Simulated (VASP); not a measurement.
A run of VASP 6.6.1 is set up as follows.

POSCAR

```
C
1.0
    2.5200000000      0.0000000000      0.0000000000
   -1.2600000000      2.1823840175      0.0000000000
    0.0000000000      0.0000000000      4.1800000000
C
4
Direct
    0.3333333333      0.6666666667     -0.0002930293
    0.6666666667      0.3333333333      0.4997069707
    0.3333333333      0.6666666667      0.3742930293
    0.6666666667      0.3333333333      0.8742930293
```

Contents of INCAR.step1:

```
PREC = Accurate ; ENCUT = 520
EDIFF = 1E-5 ; ISMEAR = 0
SIGMA = 0.01 ; LREAL = False
LASPH = True ; NELM = 100
ALGO = Normal ; ISIF = 2
LWAVE = True ; LCHARG = False
GGA = PE ; NBANDS = 16
```

Contents of INCAR.step2:

```
PREC = Accurate ; ENCUT = 520
EDIFF = 1E-7 ; ISMEAR = 0
SIGMA = 0.01 ; LREAL = False
LASPH = True ; NELM = 100
ALGO = Normal ; ISIF = 2
LWAVE = False ; LCHARG = False
GGA = PE ; LHFCALC = True
HFSCREEN = 0.2079 ; PRECFOCK = Normal
ISTART = 1 ; NBANDS = 16
```

File KPOINTS:

```
Automatic mesh
0
Gamma
  9 9 4
```

Potentials or basis: VASP PAW PBE potentials, release 64 (C).

Launch:

```console
$ cat potpaw_PBE.64/C/POTCAR > POTCAR
$ cp INCAR.step1 INCAR
$ mpirun -np 1 vasp_std > vasp.out
$ cp INCAR.step2 INCAR
$ mpirun -np 1 vasp_std > vasp.out
```

Question: Estimate the band gap on the k mesh.

Answer: 4.42 eV, indirect (least direct gap 6.25 eV).

Question: Estimate the pressure.

Answer: -11.9 GPa.

Forces on the atoms (eV/Å):
```
C    0.000  0.000 -0.017
C    0.000  0.000 -0.017
C    0.000  0.000  0.017
C    0.000  0.000  0.017
```

Caveat: the PAW data sets were made with another functional, which shifts forces and pressure a little; an odd mesh through Γ misses points on the zone boundary, where band edges often lie.
